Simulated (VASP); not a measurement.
A convergence study with VASP on KMgF3 (cubic perovskite): one setting is varied, all else stays as given below, so the limit is that of these other settings. ε∞ is the independent-particle value.

```
KMgF3
1.0
    3.99000     0.00000     0.00000
    0.00000     3.99000     0.00000
    0.00000     0.00000     3.99000
K Mg F
1 1 3
Direct
  0.00000   0.00000   0.00000
  0.50000   0.50000   0.50000
  0.50000   0.00000   0.50000
  0.00000   0.50000   0.50000
  0.50000   0.50000   0.00000
```

The numbers are results of PBE GGA, VASP's PBE PAW potentials (set 64) (plane waves; VASP), not measurements. The tightest run used: 700 eV cut-off, 4×4×4 Γ-centred mesh, Gaussian smearing of 0.050 eV, potentials K_sv Mg F.

```
setting      mean ε∞  bands
-----------  -------  -----
NBANDS = 17     1.21     17
NBANDS = 18     1.34     18
NBANDS = 20     1.51     20
NBANDS = 24     1.74     24
```

Question: These are the cheaper rows. Estimate the results at NBANDS = 144, and how far the last row shown lies from them.

Answer: 
| quantity | tightest run | last row shown is off by |
|---|---|---|
| mean ε∞ | 2.14 | -0.40 |

Left out are rungs that failed or repeat a setting and relaxations that didn't move; long series are thinned to 24 rows.

The compound is KMgF3 in the cubic perovskite structure. The cell was not relaxed at this level.
